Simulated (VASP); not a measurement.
All values below come from PBE GGA, VASP's PBE PAW potentials (set 64) (plane waves; VASP 6.6.1).

A VASP calculation is set up with these files.

**INCAR**
```
ALGO = Normal
EDIFF = 1E-6
ENCUT = 400
GGA = PE
ISIF = 2
ISMEAR = 1
LASPH = .TRUE.
LCHARG = .FALSE.
LMAXMIX = 6
LREAL = .FALSE.
LWAVE = .FALSE.
NELM = 100
PREC = Accurate
SIGMA = 0.1
SYSTEM = CuAu
```

### POSCAR
```
CuAu
1
    2.8560000000     0.0000000000     0.0000000000
    0.0000000000     2.8560000000     0.0000000000
    0.0000000000     0.0000000000     3.7434000000
Cu Au
1 1
Direct
  0.0000000000   0.0000000000   0.0000000000
  0.5000000000   0.5000000000   0.5000000000
```

### KPOINTS
```
Regular mesh
0
Gamma
  2 2 2
```

POTCAR, in this order: Cu Au (PBE.64 set). Program: vasp_std.

What VASP printed:

File OSZICAR:
```
       N       E                     dE             d eps       ncg     rms          rms(c)
DAV:   1     0.119683767056E+03    0.11968E+03   -0.97898E+03   180   0.175E+03
DAV:   2    -0.138470957976E+01   -0.12107E+03   -0.11446E+03   187   0.301E+02
DAV:   3    -0.605892059321E+01   -0.46742E+01   -0.42295E+01   208   0.625E+01
DAV:   4    -0.611521115302E+01   -0.56291E-01   -0.56286E-01   223   0.671E+00
DAV:   5    -0.611637929683E+01   -0.11681E-02   -0.11681E-02   275   0.101E+00    0.124E+01
DAV:   6    -0.547842822279E+01    0.63795E+00   -0.56383E+00   180   0.553E+01    0.667E+00
DAV:   7    -0.537447099353E+01    0.10396E+00   -0.37571E+00   223   0.548E+01    0.877E+00
DAV:   8    -0.510093472680E+01    0.27354E+00   -0.14744E+00   223   0.188E+01    0.257E+00
DAV:   9    -0.509475400013E+01    0.61807E-02   -0.42922E-02   260   0.556E+00    0.994E-01
DAV:  10    -0.509114110351E+01    0.36129E-02   -0.11069E-02   238   0.291E+00    0.743E-01
DAV:  11    -0.508976774641E+01    0.13734E-02   -0.55910E-03   239   0.178E+00    0.412E-01
DAV:  12    -0.508904235434E+01    0.72539E-03   -0.94749E-04   237   0.902E-01    0.110E-01
DAV:  13    -0.508901146117E+01    0.30893E-04   -0.63610E-05   261   0.248E-01    0.422E-02
DAV:  14    -0.508900750379E+01    0.39574E-05   -0.39388E-06   231   0.233E-02    0.299E-02
DAV:  15    -0.508900391282E+01    0.35910E-05   -0.16068E-06   170   0.359E-02    0.732E-03
DAV:  16    -0.508900395594E+01   -0.43111E-07   -0.26751E-07   132   0.108E-02
   1 F= -.50890040E+01 E0= -.50858421E+01  d E =-.948551E-02
```

**OUTCAR**
```
------------------------ aborting loop because EDIFF is reached ----------------------------------------
  FORCE on cell =-STRESS in cart. coord.  units (eV):
  Direction    XX          YY          ZZ          XY          YZ          ZX
  --------------------------------------------------------------------------------------
  Total        1.1346156      1.1346156      0.3523825      0.0000000     -0.0000000      0.0000000
  in kB       59.5355918     59.5355918     18.4902296      0.0000000     -0.0000000      0.0000000
  external PRESSURE =      45.8538044 kB  Pullay stress =       0.0000000 kB
  volume of cell :       30.53
      direct lattice vectors                 reciprocal lattice vectors
     2.856000000  0.000000000  0.000000000     0.350140056  0.000000000  0.000000000
     0.000000000  2.856000000  0.000000000     0.000000000  0.350140056  0.000000000
     0.000000000  0.000000000  3.743400000     0.000000000  0.000000000  0.267136827
 POSITION                                       TOTAL-FORCE (eV/Angst)
 -----------------------------------------------------------------------------------
      0.00000      0.00000      0.00000         0.000000      0.000000      0.000000
      1.42800      1.42800      1.87170         0.000000      0.000000      0.000000
 -----------------------------------------------------------------------------------
    total drift:                               -0.000000      0.000000      0.000000
  FREE ENERGIE OF THE ION-ELECTRON SYSTEM (eV)
  ---------------------------------------------------
  free  energy   TOTEN  =        -5.0890039559 eV

  energy  without entropy=       -5.0795184440  energy(sigma->0) =       -5.08584212
```
(Selected blocks of OUTCAR.)

The compound is CuAu in the L1_0 structure. The cell was not relaxed at this level. The k-mesh is coarse (spacing up to 1.10 per Å, 2π included), so the numbers may not be converged in it. The run is one of a series of settings (KPOINTS 2×2×2 Γ-centred mesh against the base run), some of them coarse on purpose.
